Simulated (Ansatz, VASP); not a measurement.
# TaTeI: VASP beside Ansatz

One calculation is typed for both programs; each brings its own data sets and cutoff. How far apart do they land? The cell is invented: other elements were put on sites of a known structure type. It may not be a known or stable phase. The cell is taken from a series of VASP runs on this material, whose earlier steps may have relaxed, scaled or displaced it; both programs get it as it stands.

Program: Ansatz 0.2.0. Level of theory: plane waves, with VASP 6.6.1 beside it; band structure at PBE with D3(BJ), spin-orbit coupling. Results are calculated unless marked as measured.

**1. The structure**

Symmetry: P-6m2, No. 187, hexagonal system. Conventional cell: a = 5.167 Å, b = 5.167 Å, c = 3.193 Å, α = 90.00°, β = 90.00°, γ = 120.00°. Nearest to Ta lie 2 Ta at 3.19 Å and 6 Te at 3.38 Å and 6 I at 3.38 Å. Nearest to Te lie 3 I at 2.98 Å and 2 Te at 3.19 Å and 6 Ta at 3.38 Å. Nearest to I lie 3 Te at 2.98 Å and 2 I at 3.19 Å and 6 Ta at 3.38 Å. Farther neighbours and most contacts between anions are not listed.

**2. VASP: band structure, PBE with D3(BJ), spin-orbit coupling**

A single point gives forces, pressure and levels at one fixed geometry, so differences don't come from the geometry; what else differs is listed under the comparison.

Lines of VASP's logs that name or quote its potential files are left out, and so is its time.

INCAR

```
SYSTEM = TaTeI
PREC = Accurate
ENCUT = 400
EDIFF = 1E-06
NELM = 100
ISMEAR = 0
SIGMA = 0.05
LREAL = .FALSE.
ALGO = Normal
GGA = PE
IVDW = 12
LNONCOLLINEAR = .TRUE.
MAGMOM = 0 0 0 0 0 0 0 0 0
NBANDS = 36
GGA_COMPAT = .FALSE.
LASPH = .TRUE.
LSORBIT = .TRUE.
LMAXMIX = 4
LORBIT = 11
LWAVE = .FALSE.
LCHARG = .FALSE.
```

POSCAR

```
TaTeI
1.0
    5.1666381252     -0.0000000002      0.0000000000
   -2.5833190681      4.4744398746      0.0000000000
    0.0000000000      0.0000000000      3.1925865917
Ta Te I
1 1 1
Direct
    0.0000000000      0.0000000000      0.0000000000
    0.6666666700      0.3333333300      0.5000000000
    0.3333333300      0.6666666700      0.5000000000
```

KPOINTS

```
Automatic mesh
0
Gamma
4 4 6
0 0 0
```

KPOINTS_OPT

```
Line mode
16
Line-mode
Reciprocal
  0.00000000   0.00000000   0.00000000 GAMMA
  0.50000000   0.00000000   0.00000000 M

  0.50000000   0.00000000   0.00000000 M
  0.33333333   0.33333333   0.00000000 K

  0.33333333   0.33333333   0.00000000 K
  0.00000000   0.00000000   0.00000000 GAMMA

  0.00000000   0.00000000   0.00000000 GAMMA
  0.00000000   0.00000000   0.50000000 A

  0.00000000   0.00000000   0.50000000 A
  0.50000000   0.00000000   0.50000000 L

  0.50000000   0.00000000   0.50000000 L
  0.33333333   0.33333333   0.50000000 H

  0.33333333   0.33333333   0.50000000 H
  0.00000000   0.00000000   0.50000000 A

  0.50000000   0.00000000   0.50000000 L
  0.50000000   0.00000000   0.00000000 M

  0.33333333   0.33333333   0.00000000 K
  0.33333333   0.33333333   0.50000000 H
```

Potentials, in the order of the species: Ta_pv, Te and I (PBE family, release 64).

The run is started by

```sh
$ mpirun -np 1 vasp_ncl
```

Numbers of over 12 decimals in the logs are rounded to 6 here.

Output:

```text
[banner, memory and clock lines left out]
running    1 mpi-ranks, on    1 nodes
 distrk:  each k-point on    1 cores,    1 groups
 distr:  one band on    1 cores,    1 groups

 POSCAR found type information on POSCAR TaTeI
 POSCAR found :  3 types and       3 ions
 LDA part: xc-table for (Slater+PW92), standard interpolation
 POSCAR, INCAR and KPOINTS ok, starting setup
 FFT: planning ... GRIDC
 FFT: planning ... GRID_SOFT
 FFT: planning ... GRID
 WAVECAR not read
 entering main loop
       N       E                     dE             d eps       ncg     rms          rms(c)
DAV:   1     0.143695444845E+03    0.14370E+03   -0.95283E+03  1568   0.972E+02
DAV:   2    -0.493292758658E+01   -0.14863E+03   -0.14140E+03  1752   0.249E+02
DAV:   3    -0.140318963487E+02   -0.90990E+01   -0.87271E+01  1800   0.557E+01
DAV:   4    -0.142640049078E+02   -0.23211E+00   -0.22937E+00  1736   0.916E+00
DAV:   5    -0.142690236792E+02   -0.50188E-02   -0.50152E-02  1760   0.146E+00    0.187E+01
DAV:   6    -0.137321594395E+02    0.53686E+00   -0.20887E+00  1644   0.982E+00    0.107E+01
DAV:   7    -0.135622135296E+02    0.16995E+00   -0.64103E-01  1608   0.518E+00    0.629E+00
DAV:   8    -0.135044103562E+02    0.57803E-01   -0.20669E-01  1632   0.302E+00    0.184E+00
DAV:   9    -0.135034506415E+02    0.95971E-03   -0.90937E-03  1688   0.585E-01    0.117E+00
DAV:  10    -0.135013484513E+02    0.21022E-02   -0.41179E-03  1588   0.434E-01    0.467E-01
DAV:  11    -0.135012588766E+02    0.89575E-04   -0.44159E-04  1704   0.132E-01    0.157E-01
DAV:  12    -0.135012623711E+02   -0.34946E-05   -0.40448E-05  1592   0.374E-02    0.932E-02
DAV:  13    -0.135012632446E+02   -0.87348E-06   -0.61483E-05  1608   0.508E-02    0.295E-02
DAV:  14    -0.135012567536E+02    0.64910E-05   -0.79974E-06  1596   0.200E-02    0.135E-02
DAV:  15    -0.135012559209E+02    0.83272E-06   -0.13735E-06  1232   0.772E-03
   1 F= -.15100165E+02 E0= -.15097515E+02  d E =-.530009E-02  mag=    -0.0000     0.0000    -0.0000
 Start KPOINTS_OPT (optional k-point list driver)
k-point batch [1-20\144]
       N       E                     dE             ncg
DAV:   1     0.111408109753E+04   -0.25943E+04     1600
DAV:   2    -0.195850827546E+04   -0.30726E+04     1832
DAV:   3    -0.214335149317E+04   -0.18484E+03     1792
DAV:   4    -0.214854891200E+04   -0.51974E+01     1780
DAV:   5    -0.214867238310E+04   -0.12347E+00     1728
DAV:   6    -0.214867725532E+04   -0.48722E-02     1788
DAV:   7    -0.214867745379E+04   -0.19847E-03     1736
DAV:   8    -0.214867746327E+04   -0.94739E-05     1616
DAV:   9    -0.214867746377E+04   -0.50489E-06     1148
[...]
k-point batch [141-144\144]
       N       E                     dE             ncg
DAV:   1     0.789567230627E+04   -0.30065E+04      320
DAV:   2     0.735380237959E+04   -0.54187E+03      368
DAV:   3     0.732248792998E+04   -0.31314E+02      352
DAV:   4     0.732168538058E+04   -0.80255E+00      352
DAV:   5     0.732166609710E+04   -0.19283E-01      356
DAV:   6     0.732166561588E+04   -0.48121E-03      360
DAV:   7     0.732166559703E+04   -0.18853E-04      364
DAV:   8     0.732166559631E+04   -0.71518E-06      360
```

Parts of OUTCAR (step 2):

```text
ion  position               nearest neighbor table
   1  0.000  0.000  0.000-   2 3.38   3 3.38   2 3.38   3 3.38   2 3.38   2 3.38   3 3.38   3 3.38
                             2 3.38   2 3.38   3 3.38   3 3.38
   2  0.667  0.333  0.500-   3 2.98   3 2.98   3 2.98   1 3.38   1 3.38   1 3.38   1 3.38   1 3.38
                             1 3.38
   3  0.333  0.667  0.500-   2 2.98   2 2.98   2 2.98   1 3.38   1 3.38   1 3.38   1 3.38   1 3.38
                             1 3.38

  LATTYP: Found a hexagonal cell.
 ALAT       =     5.1666381252
 C/A-ratio  =     0.6179233990

 Subroutine GETGRP returns: Found 12 space group operations
 (whereof 12 operations were pure point group operations)

The static configuration has the point symmetry D_3h.

 Found     20 irreducible k-points:

   k-points           NKPTS =     20   k-points in BZ     NKDIM =     20   number of bands    NBANDS=     36

   dimension x,y,z NGX =    36 NGY =   36 NGZ =   24
   dimension x,y,z NGXF=    72 NGYF=   72 NGZF=   48

   ENCUT  =  400.0 eV  29.40 Ry    5.42 a.u.   8.43  8.43  5.21*2*pi/ulx,y,z

   NELECT =      24.0000    total number of electrons

 k-points in reciprocal lattice and weights: Automatic mesh
   0.00000000  0.00000000  0.00000000       0.010
   0.25000000  0.00000000  0.00000000       0.031
  -0.25000000  0.00000000  0.00000000       0.031
   0.50000000  0.00000000  0.00000000       0.031
   0.25000000  0.25000000  0.00000000       0.062
   0.00000000  0.00000000  0.16666667       0.021
   0.25000000  0.00000000  0.16666667       0.062
  -0.25000000  0.00000000 -0.16666667       0.062
   0.50000000  0.00000000  0.16666667       0.062
[...]
0.50000000  0.00000000  0.50000000       0.031
   0.25000000  0.25000000  0.50000000       0.062

 average (electrostatic) potential at core
       1 -35.4813       2 -86.8536       3 -89.0745

 E-fermi :   8.6640

 k-point     1 :       0.0000    0.0000    0.0000
  band No.  band energies     occupation
    ...
     18       5.5102      1.00000
     19       5.7622      1.00000
     20       5.7622      1.00000
     21       7.5916      1.00000
     22       7.5916      1.00000
     23       8.7733      0.00099
     24       8.7733      0.00099
     25       9.6779      0.00000
     26       9.6779      0.00000
     27       9.9188      0.00000
    ...

 k-point     2 :       0.2500    0.0000    0.0000
  band No.  band energies     occupation
    ...
     18       5.8608      1.00000
     19       6.7770      1.00000
     20       6.7770      1.00000
     21       7.5870      1.00000
     22       7.5870      1.00000
     23       9.4114      0.00000
     24       9.4114      0.00000
     25       9.9172      0.00000
     26       9.9172      0.00000
     27      10.0690      0.00000
    ...

 k-point     3 :      -0.2500    0.0000    0.0000
  band No.  band energies     occupation
    ...
     18       5.8608      1.00000
     19       6.7770      1.00000
     20       6.7770      1.00000
     21       7.5870      1.00000
     22       7.5870      1.00000
     23       9.4114      0.00000
     24       9.4114      0.00000
     25       9.9172      0.00000
     26       9.9172      0.00000
     27      10.0690      0.00000
    ...

 Edisp (eV)   -1.59891

  Total       0.40493     0.40493    -0.84325    -0.00000     0.00000     0.00000
  in kB       8.79020     8.79020   -18.30525    -0.00000     0.00000     0.00000
  external pressure =       -0.24 kB  Pullay stress =        0.00 kB

  energy-cutoff  :      400.00
  volume of cell :       73.81
      direct lattice vectors                 reciprocal lattice vectors
     5.166638125 -0.000000000  0.000000000     0.193549456  0.111745831  0.000000000
    -2.583319068  4.474439875  0.000000000     0.000000000  0.223491661  0.000000000
     0.000000000  0.000000000  3.192586592     0.000000000  0.000000000  0.313225647

 POSITION                                       TOTAL-FORCE (eV/Angst)
 -----------------------------------------------------------------------------------
      0.00000      0.00000      0.00000        -0.000000     -0.000000      0.000000
      2.58332      1.49148      1.59629         0.000000      0.000000      0.000000
     -0.00000      2.98296      1.59629        -0.000000     -0.000000      0.000000
 -----------------------------------------------------------------------------------
    total drift:                                0.000006     -0.000003     -0.000000

  FREE ENERGIE OF THE ION-ELECTRON SYSTEM (eV)
  ---------------------------------------------------
  free  energy   TOTEN  =       -15.1001648774 eV

  energy  without entropy=      -15.0948647881  energy(sigma->0) =      -15.09751483

 Spin-Orbit-Coupling matrix elements
 Ion:    1  E_soc:     -1.5523525
 Ion:    2  E_soc:     -0.2002590
 Ion:    3  E_soc:     -0.2910053

 total charge
# of ion       s       p       d       tot
------------------------------------------
    1        0.313   6.015   2.207   8.535
    2        1.452   1.774   0.092   3.318
    3        1.570   2.611   0.110   4.290
--------------------------------------------------
tot          3.335  10.399   2.409  16.143

 magnetization (x)
# of ion       s       p       d       tot
------------------------------------------
    1       -0.000   0.000   0.000  -0.000
    2        0.000   0.000   0.000   0.000
    3        0.000   0.000  -0.000  -0.000
--------------------------------------------------
tot          0.000   0.000  -0.000   0.000

 magnetization (y)
# of ion       s       p       d       tot
------------------------------------------
    1       -0.000   0.000  -0.000  -0.000
    2        0.000   0.000   0.000   0.000
    3        0.000  -0.000   0.000   0.000
--------------------------------------------------
tot          0.000   0.000  -0.000  -0.000

 magnetization (z)
# of ion       s       p       d       tot
------------------------------------------
    1        0.000   0.000  -0.000  -0.000
    2        0.000   0.000  -0.000  -0.000
    3       -0.000   0.000  -0.000   0.000
--------------------------------------------------
tot          0.000   0.000  -0.000  -0.000

[... 3 further parts left out ...]
```

The run ends at a pressure of -0.02 GPa.

(Continued in part 2 of 2.)

[Lines on the potential files, build, host, timing and source positions are cut from VASP's logs without a mark.]

[Logs are printed without paths, hosts, clocks, repeated set-up lines and the standing remarks that a program may print on its own settings, such as how far it seeks lower states.]

[Hosts, paths, dates, database ids (printed as entryN), source tags and the programs' standing remarks are cut or masked in the printed files.]
